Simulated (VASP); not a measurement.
The system is BiSbS4.

```
Sb Bi S
1.0
     0.00000    4.20859    4.20859
     4.20859    0.00000    4.20859
     4.20859    4.20859    0.00000
Sb Bi S
1 1 4
Direct
  0.75000 0.75000 0.75000
  0.50000 0.50000 0.50000
  0.07548 0.77357 0.07548
  0.07548 0.07548 0.07548
  0.77357 0.07548 0.07548
  0.07548 0.07548 0.77357
```

The cell was built by a generator and needn't be a form met in nature.

```yaml
Program: VASP 6.6.1
Task: relaxation of cell and atoms
Functional: PBE
Potentials_or_basis: VASP PAW PBE potentials, release 64 (Sb, Bi_d, S)
Cutoff: 520 eV
k_mesh: 3 × 3 × 3
Occupations: gaussian, width 0.15 eV
Spin: no spin polarisation
```

At the start: pressure 31.5 GPa; volume 24.85 Å³/atom.

**Question.** Where does the relaxation end?

**Answer.** Over 22 steps the energy falls by 2078.1 meV/atom and the volume is 19.63 Å³/atom (-21.0 %); space group F-43m (No. 216, to 0.05 Å).

The path:
| step | energy change (eV) | largest force (eV/Å) | pressure (GPa) | volume (Å³) |
| --- | --- | --- | --- | --- |
| 1 | 0.0000 | 22.8832 | 31.49 | 149.09 |
| 2 | 5.2572 | 3.9327 | -6.35 | 281.26 |
| 3 | -4.6051 | 1.8081 | -5.94 | 295.07 |
| 4 | -7.9176 | 0.2077 | -4.85 | 227.55 |
| 5 | -8.1915 | 1.3328 | -3.32 | 213.99 |
| 6 | -8.5544 | 1.7384 | -2.82 | 208.56 |
| 7 | -9.5209 | 1.7947 | -2.70 | 181.29 |
| 8 | -10.9762 | 3.0862 | 10.94 | 113.94 |
| 9 | -11.2627 | 2.2394 | 11.17 | 110.50 |
| 10 | -11.3385 | 0.8450 | 14.87 | 103.32 |
| 11 | -11.7749 | 1.4634 | 12.49 | 105.99 |
| 12 | -12.0666 | 1.1282 | 8.09 | 110.15 |
| 13 | -12.3472 | 0.5602 | 0.82 | 119.43 |
| 14 | -12.3545 | 0.4838 | 0.11 | 121.10 |
| 15 | -12.3534 | 0.4335 | -0.61 | 122.20 |
| 16 | -12.3543 | 0.4531 | -0.65 | 121.76 |
| 17 | -12.3657 | 0.4164 | -0.64 | 121.43 |
| 18 | -12.3956 | 0.3479 | -0.45 | 120.45 |
| 19 | -12.4364 | 0.2145 | 0.27 | 118.50 |
| 20 | -12.4459 | 0.0834 | 2.37 | 114.67 |
| 21 | -12.4522 | 0.1357 | 1.60 | 116.08 |
| 22 | -12.4689 | 0.0726 | 0.32 | 117.80 |

Final structure:
```xyz
6
Lattice="0.0000 3.8908 3.8908 3.8908 0.0000 3.8908 3.8908 3.8908 0.0000" Properties=species:S:1:pos:R:3 pbc="T T T"
Sb    5.8362    5.8362    5.8362
Bi    3.8908    3.8908    3.8908
S     2.8952    0.9956    2.8952
S     0.9956    0.9956    0.9956
S     0.9956    2.8952    2.8952
S     2.8952    2.8952    0.9956
```

Caveat: the k mesh is coarse (spacing up to 0.43 Å⁻¹), so the values aren't converged; the volume moved by over 15 % at a fixed basis, so the end points are rough.
